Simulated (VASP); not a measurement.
**G0W0 gap of MoS2 against strain**

Wanted: the deformation potential of the gap of MoS2, from G0W0. The cell has space group P6_3/mmc. The start is a cell from a database of measured crystal structures.

Main program and level: VASP 6.6.1; PBE, no spin polarisation; plane waves and PAW (Mo_sv, S), in the first sound run; inputs show where later runs differ.

Report form: the programs' logs are mostly left out.

The database entry behind the starting cell differs from later determinations by our own check (about 0.3 % long), so it need not match the best structure at ambient conditions.

## 1. The structure

It takes space group P6_3/mmc (No. 194, hexagonal). The conventional cell has a = 3.169 Å, b = 3.169 Å, c = 12.324 Å, α = 90.00°, β = 90.00°, γ = 120.00°. Nearest to Mo lie 6 S at 2.41 Å. Nearest to S lie 3 Mo at 2.41 Å. Farther neighbours and most contacts between anions are not listed.

## 2. Relaxation

The atoms are relaxed first inside the given cell, which is kept (ISIF = 2), since band edges depend on the positions.

The input, INCAR:

```
SYSTEM = MoS2
PREC = Accurate
ENCUT = 400
EDIFF = 1E-06
NELM = 100
ISMEAR = 0
SIGMA = 0.05
LREAL = .FALSE.
ALGO = Normal
GGA = PE
NBANDS = 32
LASPH = .TRUE.
LWAVE = .FALSE.
LCHARG = .FALSE.
KPAR = 8
IBRION = 2
NSW = 60
ISIF = 2
EDIFFG = -0.01
```

The input, POSCAR:

```
MoS2
1.0
    3.1690000000      0.0000000000      0.0000000000
   -1.5845000000      2.7444345046      0.0000000000
    0.0000000000      0.0000000000     12.3240000000
Mo S
2 4
Direct
    0.6666666667      0.3333333333      0.7500000000
    0.3333333333      0.6666666667      0.2500000000
    0.6666666667      0.3333333333      0.3770000000
    0.3333333333      0.6666666667      0.8770000000
    0.6666666667      0.3333333333      0.1230000000
    0.3333333333      0.6666666667      0.6230000000
```

The input, KPOINTS:

```
Automatic mesh
0
Gamma
7 7 2
0 0 0
```

PAW data sets: Mo_sv and S (PBE family, release 64).

Launch:

```sh
> mpirun -np 8 vasp_std
```

Run time: 6.8 s. Hardware: 8 MPI ranks of Intel Xeon 6975P-C (Granite Rapids), shared host; peak memory 1.9 GiB; 50 s of CPU time.

The run keeps the 24 symmetry operations of its start, so it cannot find a distortion of lower symmetry.

Hardly anything moved in the relaxation; the energy changed by under 0.2 meV an atom.

Numbers from this step:

```yaml
free_energy_toten: -43.61 eV
fermi_energy: 7.764 eV
pressure: 1.927 GPa
```

At PBE, with these data sets, the largest force is down to 0.0049 eV/Å.

## 3. Ground state

This step: PBE, no spin polarisation; plane waves and PAW (Mo_sv_GW, S_GW) (VASP 6.6.1).

The orbitals come from a self-consistent PBE run with a tight EDIFF and a narrow smearing. KPOINTS_OPT adds the bands along a path, which shows whether the mesh holds the band edges.

The input, INCAR:

```
SYSTEM = MoS2
PREC = Accurate
ENCUT = 370
EDIFF = 1E-08
NELM = 100
ISMEAR = 0
SIGMA = 0.01
LREAL = .FALSE.
ALGO = Normal
GGA = PE
NBANDS = 32
LASPH = .TRUE.
LORBIT = 11
LWAVE = .TRUE.
LCHARG = .FALSE.
KPAR = 4
```

The input, POSCAR:

```
MoS2
1.0
    3.1690000000      0.0000000000      0.0000000000
   -1.5845000000      2.7444345046      0.0000000000
    0.0000000000      0.0000000000     12.3240000000
Mo S
2 4
Direct
    0.6666666667      0.3333333333      0.7500000000
    0.3333333333      0.6666666667      0.2500000000
    0.6666666667      0.3333333333      0.3767056880
    0.3333333333      0.6666666667      0.8767056880
    0.6666666667      0.3333333333      0.1232943120
    0.3333333333      0.6666666667      0.6232943120
```

The input, KPOINTS:

```
Automatic mesh
0
Gamma
6 6 1
0 0 0
```

The input, KPOINTS_OPT:

```
Line mode
12
Line-mode
Reciprocal
  0.00000000   0.00000000   0.00000000 GAMMA
  0.50000000   0.00000000   0.00000000 M

  0.50000000   0.00000000   0.00000000 M
  0.33333333   0.33333333   0.00000000 K

  0.33333333   0.33333333   0.00000000 K
  0.00000000   0.00000000   0.00000000 GAMMA

  0.00000000   0.00000000   0.00000000 GAMMA
  0.00000000   0.00000000   0.50000000 A

  0.00000000   0.00000000   0.50000000 A
  0.50000000   0.00000000   0.50000000 L

  0.50000000   0.00000000   0.50000000 L
  0.33333333   0.33333333   0.50000000 H

  0.33333333   0.33333333   0.50000000 H
  0.00000000   0.00000000   0.50000000 A

  0.50000000   0.00000000   0.50000000 L
  0.50000000   0.00000000   0.00000000 M

  0.33333333   0.33333333   0.00000000 K
  0.33333333   0.33333333   0.50000000 H
```

PAW data sets: Mo_sv_GW and S_GW (PBE family, release 64).

Launch:

```sh
> mpirun -np 8 vasp_std
```

The job ended after 24 s (8 MPI ranks; peak memory 1.6 GiB).

This step gave:

```
free energy (TOTEN)               : -45.08 eV
Fermi energy                      : 7.555 eV
pressure                          : 2.453 GPa
least gap on mesh and path        : 0.8779 eV
least direct gap on mesh and path : 1.649 eV
```

The highest empty bands on the path are converged less tightly, to about 0.1 eV. Electronic bands along the path, in eV, zero at the valence-band top; v1 is the highest filled band, c1 the lowest empty one:

| point | v4 | v3 | v2 | v1 | c1 | c2 | c3 | c4 |
| --- | --- | --- | --- | --- | --- | --- | --- | --- |
| Γ | -2.16 | -1.19 | -1.15 | 0.00 | 2.09 | 2.09 | 2.12 | 2.15 |
| 0.45 of the way | -2.23 | -1.48 | -1.37 | -1.25 | 1.23 | 1.65 | 1.86 | 1.98 |
| M | -1.75 | -1.56 | -1.41 | -1.29 | 1.58 | 1.63 | 1.99 | 2.24 |
| 0.45 of the way | -2.75 | -2.34 | -1.13 | -0.95 | 1.47 | 1.59 | 2.22 | 2.42 |
| K | -2.70 | -2.70 | -0.78 | -0.62 | 1.03 | 1.03 | 1.85 | 2.83 |
| 0.45 of the way | -1.83 | -1.75 | -1.51 | -1.49 | 0.88 | 1.65 | 1.76 | 1.85 |
| Γ | -2.16 | -1.19 | -1.15 | 0.00 | 2.09 | 2.09 | 2.12 | 2.12 |
| 0.55 of the way | -2.17 | -1.91 | -0.59 | -0.08 | 2.09 | 2.09 | 2.10 | 2.11 |
| A | -2.18 | -2.18 | -0.27 | -0.27 | 2.09 | 2.09 | 2.10 | 2.14 |
| 0.55 of the way | -2.15 | -2.15 | -1.50 | -1.50 | 1.57 | 1.57 | 1.63 | 1.63 |
| L | -1.65 | -1.65 | -1.34 | -1.34 | 1.60 | 1.60 | 2.13 | 2.13 |
| 0.45 of the way | -2.58 | -2.58 | -1.03 | -1.03 | 1.53 | 1.53 | 2.29 | 2.29 |
| H | -2.87 | -2.87 | -0.71 | -0.71 | 1.03 | 1.03 | 2.31 | 2.31 |
| 0.55 of the way | -1.70 | -1.70 | -1.41 | -1.41 | 1.26 | 1.26 | 1.79 | 1.79 |
| A | -2.18 | -2.18 | -0.27 | -0.27 | 2.09 | 2.09 | 2.10 | 2.12 |
| jump to L | -1.65 | -1.65 | -1.34 | -1.34 | 1.60 | 1.60 | 2.13 | 2.13 |
| 0.45 of the way | -1.72 | -1.59 | -1.38 | -1.30 | 1.59 | 1.62 | 2.04 | 2.21 |
| M | -1.75 | -1.56 | -1.41 | -1.29 | 1.58 | 1.63 | 1.99 | 2.24 |
| jump to K | -2.70 | -2.70 | -0.78 | -0.62 | 1.03 | 1.03 | 1.85 | 2.83 |
| 0.45 of the way | -2.76 | -2.76 | -0.77 | -0.65 | 1.03 | 1.03 | 1.96 | 2.71 |
| H | -2.87 | -2.87 | -0.71 | -0.71 | 1.03 | 1.03 | 2.31 | 2.31 |

Of the projections kept (Mo, S), the largest for each band there, as a share of the weight inside these atoms' spheres; weight between the spheres isn't counted:

| point | v4 | v3 | v2 | v1 | c1 | c2 | c3 | c4 |
| --- | --- | --- | --- | --- | --- | --- | --- | --- |
| Γ | Mo 0.56 | S 0.95 | Mo 0.80 | Mo 0.65 | S 0.54 | S 0.54 | S 0.56 | S 0.57 |
| M | S 0.86 | S 0.85 | Mo 0.57 | Mo 0.66 | Mo 0.95 | Mo 0.94 | Mo 0.90 | Mo 0.89 |
| K | S 0.71 | S 0.71 | Mo 0.83 | Mo 0.80 | Mo 0.90 | Mo 0.90 | Mo 0.70 | Mo 0.76 |
| Γ | Mo 0.56 | S 0.95 | Mo 0.80 | Mo 0.65 | S 0.54 | S 0.54 | S 0.56 | S 0.56 |
| A | Mo 0.55 | Mo 0.55 | Mo 0.59 | Mo 0.59 | S 0.55 | S 0.55 | S 0.55 | S 0.56 |
| L | S 0.86 | S 0.86 | Mo 0.62 | Mo 0.62 | Mo 0.95 | Mo 0.95 | Mo 0.89 | Mo 0.89 |

The cell has a gap of 0.878 eV on mesh and path and a pressure of +2.5 GPa, which holds the misfit of the given cell and coordinates with this functional, and any error of cutoff, mesh and data sets. Spin-orbit coupling is left out, which can shift or reorder these edges.

## 4. Empty bands

ALGO = Exact makes the empty bands from the converged ground state in one step. LOPTICS writes the k-derivatives of the orbitals (WAVEDER), which give the long-wavelength limit of the screening.

The input, INCAR:

```
SYSTEM = MoS2
PREC = Accurate
ENCUT = 370
ISMEAR = 0
SIGMA = 0.01
LREAL = .FALSE.
GGA = PE
NBANDS = 320
LASPH = .TRUE.
ALGO = Exact
NELM = 1
LWAVE = .TRUE.
LCHARG = .FALSE.
LOPTICS = .TRUE.
NEDOS = 1000
CSHIFT = 0.1
```

POSCAR is that of step 3.

KPOINTS is that of step 3.

Launch:

```sh
> mpirun -np 8 vasp_std
```

The job ended after 11 s (8 MPI ranks; peak memory 1.7 GiB; 87 s of CPU time).

The gap is read on the k-mesh alone, so it is an upper bound where the band edges lie off the mesh, and a coarse mesh can show a gap where there is none.

A gap read on the k-mesh alone can miss the band edges.

This step gave:

```
gap on the k-mesh              : 0.8873 eV
least direct gap on the k-mesh : 1.649 eV
```

WAVECAR now holds 320 bands for 52 electrons. Its independent-particle dielectric tensor has xx, yy, zz = 16.7, 16.7, 10.6 on this mesh. It isn't tested for convergence in mesh or bands and lacks local fields, and at a small direct gap a coarse mesh makes it too large, which overscreens the GW step.

## 5. G0W0

This step: G0W0 on PBE, no spin polarisation; plane waves and PAW (Mo_sv_GW, S_GW) (VASP 6.6.1).

G0W0 keeps orbitals and screening fixed and shifts each of the lowest NBANDSGW levels once.

The input, INCAR:

```
SYSTEM = MoS2
PREC = Accurate
ENCUT = 370
ISMEAR = 0
SIGMA = 0.01
LREAL = .FALSE.
GGA = PE
NBANDS = 320
LASPH = .TRUE.
ALGO = EVGW0
NELMGW = 1
ENCUTGW = 120
NOMEGA = 48
PRECFOCK = Fast
NBANDSGW = 40
LWAVE = .FALSE.
LCHARG = .FALSE.
```

POSCAR is that of step 4.

KPOINTS is that of step 4.

Launch:

```sh
> mpirun -np 8 vasp_std
```

Wall time 2.4 min (8 MPI ranks); peak memory 2.4 GiB; 19 min of CPU time.

This step gave:

| Item | Value |
| --- | --- |
| quasiparticle gap on the mesh | 1.344 eV |
| smallest direct quasiparticle gap on the mesh | 2.195 eV |
| gap of the starting orbitals on the mesh | 0.8873 eV |

GW takes the gap from 0.887 to 1.344 eV. Spin-orbit coupling is left out. The value holds for 320 bands, ENCUTGW = 120 eV and this mesh, and isn't shown to be converged in them. VASP warns that the automatic setting of its frequency mesh failed and advises more k points, so the value is in doubt.

## 6. Ground state of a strained cell, scale 0.98

This step: PBE, no spin polarisation; plane waves and PAW (Mo_sv_GW, S_GW) (VASP 6.6.1).

The two in-plane lattice vectors are scaled by 0.98, at the same cutoff, mesh and band count, and the chain is run again.

The input, INCAR:

```
SYSTEM = MoS2
PREC = Accurate
ENCUT = 370
EDIFF = 1E-08
NELM = 100
ISMEAR = 0
SIGMA = 0.01
LREAL = .FALSE.
ALGO = Normal
GGA = PE
NBANDS = 32
LASPH = .TRUE.
LORBIT = 11
LWAVE = .TRUE.
LCHARG = .FALSE.
KPAR = 4
```

Edit POSCAR of step 5 so:

```diff
@@ -2,4 +2,4 @@
 1.0
-    3.1690000000      0.0000000000      0.0000000000
-   -1.5845000000      2.7444345046      0.0000000000
+    3.1056200000      0.0000000000      0.0000000000
+   -1.5528100000      2.6895458145      0.0000000000
     0.0000000000      0.0000000000     12.3240000000
```

KPOINTS is that of step 5.

Launch:

```sh
> mpirun -np 8 vasp_std
```

It took 7 s on 8 MPI ranks; peak memory 1.3 GiB.

Numbers from this step:

- free energy (TOTEN): -44.92 eV
- Fermi energy: 8.004 eV
- pressure: 9.020 GPa
- gap on the k-mesh: 0.9336 eV
- least direct gap on the k-mesh: 1.848 eV

The run ends at a pressure of 9.02 GPa, with forces up to 0.45 eV/Å.

## 7. Empty bands, scale 0.98

The empty bands are made again, for the run that follows.

The input, INCAR:

```
SYSTEM = MoS2
PREC = Accurate
ENCUT = 370
ISMEAR = 0
SIGMA = 0.01
LREAL = .FALSE.
GGA = PE
NBANDS = 320
LASPH = .TRUE.
ALGO = Exact
NELM = 1
LWAVE = .TRUE.
LCHARG = .FALSE.
LOPTICS = .TRUE.
NEDOS = 1000
CSHIFT = 0.1
```

POSCAR is that of step 6.

KPOINTS is that of step 6.

Launch:

```sh
> mpirun -np 8 vasp_std
```

It took 12 s on 8 MPI ranks; peak memory 1.8 GiB.

## 8. G0W0, scale 0.98

This step: G0W0 on PBE, no spin polarisation; plane waves and PAW (Mo_sv_GW, S_GW) (VASP 6.6.1).

G0W0 on the strained cell, with unchanged settings.

The input, INCAR:

```
SYSTEM = MoS2
PREC = Accurate
ENCUT = 370
ISMEAR = 0
SIGMA = 0.01
LREAL = .FALSE.
GGA = PE
NBANDS = 320
LASPH = .TRUE.
ALGO = EVGW0
NELMGW = 1
ENCUTGW = 120
NOMEGA = 48
PRECFOCK = Fast
NBANDSGW = 40
LWAVE = .FALSE.
LCHARG = .FALSE.
```

POSCAR is that of step 7.

KPOINTS is that of step 7.

Launch:

```sh
> mpirun -np 8 vasp_std
```

It took 2.1 min on 8 MPI ranks; peak memory 2.4 GiB; 17 min of CPU time.

The gap is now 1.392 eV, +48 meV against the unstrained cell. Spin-orbit coupling is left out. VASP warns that the automatic setting of its frequency mesh failed and advises more k points, so the value is in doubt.

## 9. Ground state of a strained cell, scale 0.99

This step: PBE, no spin polarisation; plane waves and PAW (Mo_sv_GW, S_GW) (VASP 6.6.1).

The two in-plane lattice vectors are scaled by 0.99, at the same cutoff, mesh and band count, and the chain is run again.

The input, INCAR:

```
SYSTEM = MoS2
PREC = Accurate
ENCUT = 370
EDIFF = 1E-08
NELM = 100
ISMEAR = 0
SIGMA = 0.01
LREAL = .FALSE.
ALGO = Normal
GGA = PE
NBANDS = 32
LASPH = .TRUE.
LORBIT = 11
LWAVE = .TRUE.
LCHARG = .FALSE.
KPAR = 4
```

Edit POSCAR of step 8 so:

```diff
@@ -2,4 +2,4 @@
 1.0
-    3.1056200000      0.0000000000      0.0000000000
-   -1.5528100000      2.6895458145      0.0000000000
+    3.1373100000      0.0000000000      0.0000000000
+   -1.5686550000      2.7169901596      0.0000000000
     0.0000000000      0.0000000000     12.3240000000
```

KPOINTS is that of step 8.

Launch:

```sh
> mpirun -np 8 vasp_std
```

Elapsed: 7.6 s, on 8 MPI ranks; peak memory 1.4 GiB.

The run ends at a pressure of 5.59 GPa, with forces up to 0.22 eV/Å.

## 10. Empty bands, scale 0.99

The input, INCAR:

```
SYSTEM = MoS2
PREC = Accurate
ENCUT = 370
ISMEAR = 0
SIGMA = 0.01
LREAL = .FALSE.
GGA = PE
NBANDS = 320
LASPH = .TRUE.
ALGO = Exact
NELM = 1
LWAVE = .TRUE.
LCHARG = .FALSE.
LOPTICS = .TRUE.
NEDOS = 1000
CSHIFT = 0.1
```

POSCAR is that of step 9.

KPOINTS is that of step 9.

Launch:

```sh
> mpirun -np 8 vasp_std
```

The job ended after 12 s (8 MPI ranks; peak memory 1.7 GiB).

## 11. G0W0, scale 0.99

This step: G0W0 on PBE, no spin polarisation; plane waves and PAW (Mo_sv_GW, S_GW) (VASP 6.6.1).

The input, INCAR:

```
SYSTEM = MoS2
PREC = Accurate
ENCUT = 370
ISMEAR = 0
SIGMA = 0.01
LREAL = .FALSE.
GGA = PE
NBANDS = 320
LASPH = .TRUE.
ALGO = EVGW0
NELMGW = 1
ENCUTGW = 120
NOMEGA = 48
PRECFOCK = Fast
NBANDSGW = 40
LWAVE = .FALSE.
LCHARG = .FALSE.
```

POSCAR is that of step 10.

KPOINTS is that of step 10.

Launch:

```sh
> mpirun -np 8 vasp_std
```

Elapsed: 2.2 min, on 8 MPI ranks; peak memory 2.5 GiB; 17 min of CPU time.

The gap is now 1.366 eV, +22 meV against the unstrained cell. Spin-orbit coupling is left out. VASP warns that the automatic setting of its frequency mesh failed and advises more k points, so the value is in doubt.

## 12. Ground state of a strained cell, scale 1.01

This step: PBE, no spin polarisation; plane waves and PAW (Mo_sv_GW, S_GW) (VASP 6.6.1).

The two in-plane lattice vectors are scaled by 1.01, at the same cutoff, mesh and band count, and the chain is run again.

The input, INCAR:

```
SYSTEM = MoS2
PREC = Accurate
ENCUT = 370
EDIFF = 1E-08
NELM = 100
ISMEAR = 0
SIGMA = 0.01
LREAL = .FALSE.
ALGO = Normal
GGA = PE
NBANDS = 32
LASPH = .TRUE.
LORBIT = 11
LWAVE = .TRUE.
LCHARG = .FALSE.
KPAR = 4
```

Edit POSCAR of step 11 so:

```diff
@@ -2,4 +2,4 @@
 1.0
-    3.1373100000      0.0000000000      0.0000000000
-   -1.5686550000      2.7169901596      0.0000000000
+    3.2006900000      0.0000000000      0.0000000000
+   -1.6003450000      2.7718788496      0.0000000000
     0.0000000000      0.0000000000     12.3240000000
```

KPOINTS is that of step 11.

Launch:

```sh
> mpirun -np 8 vasp_std
```

Elapsed: 5.4 s, on 8 MPI ranks; peak memory 1.3 GiB.

The run ends at a pressure of -0.38 GPa, with forces up to 0.18 eV/Å.

## 13. Empty bands, scale 1.01

The input, INCAR:

```
SYSTEM = MoS2
PREC = Accurate
ENCUT = 370
ISMEAR = 0
SIGMA = 0.01
LREAL = .FALSE.
GGA = PE
NBANDS = 320
LASPH = .TRUE.
ALGO = Exact
NELM = 1
LWAVE = .TRUE.
LCHARG = .FALSE.
LOPTICS = .TRUE.
NEDOS = 1000
CSHIFT = 0.1
```

POSCAR is that of step 12.

KPOINTS is that of step 12.

Launch:

```sh
> mpirun -np 8 vasp_std
```

The job ended after 11 s (8 MPI ranks; peak memory 1.7 GiB; 81 s of CPU time).

[end of part 1 of 2]

[Lines on the potential files, build, host, timing and source positions are cut from VASP's logs without a mark.]

[Logs are printed without paths, hosts, clocks, repeated set-up lines and the standing remarks that a program may print on its own settings, such as how far it seeks lower states.]

[Hosts, paths, dates, database ids (printed as entryN), source tags and the programs' standing remarks are cut or masked in the printed files.]

[Pressures printed for these runs are not shown converged in the cutoff: they can be off by several GPa and have the wrong sign.]

[In band tables of VASP the shares of atoms and orbitals are scaled to a sum of 1 inside the atoms' spheres.]
